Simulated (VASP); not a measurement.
Wanted: the native input for a VASP 6.6.1 run.

```
Task                    : density of states
Functional              : PBE
Potentials or basis     : VASP PAW PBE potentials, release 64 (Al, Cd)
Cutoff                  : 520 eV
k mesh                  : 8 × 8 × 8
Occupations             : gaussian, width 0.1 eV
Spin                    : no spin polarisation
Dipole correction       : no
k mesh for the DOS      : 12 × 12 × 12
Occupations for the DOS : tetrahedron
Further INCAR settings  : ALGO = Normal; EDIFF = 1e-07; NBANDS = 20
```

Crystal: Al4Cd.

```
CELL_PARAMETERS angstrom
0.00000 3.83981 3.83981
3.83981 0.00000 3.83981
3.83981 3.83981 0.00000
ATOMIC_POSITIONS crystal
Al 0.12602 0.62195 0.12602
Al 0.12602 0.12602 0.12602
Al 0.62195 0.12602 0.12602
Al 0.12602 0.12602 0.62195
Cd 0.75000 0.75000 0.75000
```

The cell was built by a generator and needn't be a form met in nature.

One way to write it, as run:

POSCAR

```
Al4Cd
1.0
    0.0000000000      3.8398110512      3.8398110512
    3.8398110512      0.0000000000      3.8398110512
    3.8398110512      3.8398110512      0.0000000000
Al Cd
4 1
Direct
    0.1260152672      0.6219541985      0.1260152672
    0.1260152672      0.1260152672      0.1260152672
    0.6219541985      0.1260152672      0.1260152672
    0.1260152672      0.1260152672      0.6219541985
    0.7500000000      0.7500000000      0.7500000000
```

INCAR.step1

```
SYSTEM = Al4Cd
  PREC = Accurate
  ENCUT = 520
  EDIFF = 1E-7
  ISMEAR = 0
  SIGMA = 0.1
  LREAL = .FALSE.
  LASPH = .TRUE.
  NELM = 60
  ALGO = Normal
  ISIF = 2
  LWAVE = .FALSE.
  LCHARG = .TRUE.
  GGA = PE
  NBANDS = 20
```

KPOINTS.step1

```
Automatic mesh
0
G
  8 8 8
  0 0 0
```

INCAR.step2

```
SYSTEM = Al4Cd
  PREC = Accurate
  ENCUT = 520
  EDIFF = 1E-7
  ISMEAR = -5
  SIGMA = 0.1
  LREAL = .FALSE.
  LASPH = .TRUE.
  NELM = 60
  ALGO = Normal
  ISIF = 2
  LWAVE = .FALSE.
  LCHARG = .FALSE.
  GGA = PE
  LORBIT = 11
  NBANDS = 20
  NEDOS = 2001
  ICHARG = 11
```

KPOINTS.step2

```
Automatic mesh
0
G
  12 12 12
  0 0 0
```

Potentials or basis: VASP PAW PBE potentials, release 64 (Al, Cd).

Launch:

```console
$ cat potpaw_PBE.64/Al/POTCAR potpaw_PBE.64/Cd/POTCAR > POTCAR
$ cp INCAR.step1 INCAR
$ cp KPOINTS.step1 KPOINTS
$ mpirun -np 1 vasp_std > vasp.out
$ cp INCAR.step2 INCAR
$ cp KPOINTS.step2 KPOINTS
$ mpirun -np 1 vasp_std > vasp.out
```

It gave:

```json
{
  "Valence electrons inside the program's atomic spheres": "Al 0.79; Cd 10.26"
}
```

Run time: 2.8 min on 1 thread of Intel(R) Xeon(R) Platinum 8488C (Sapphire Rapids), on a shared host, peak memory 0.32 GiB.
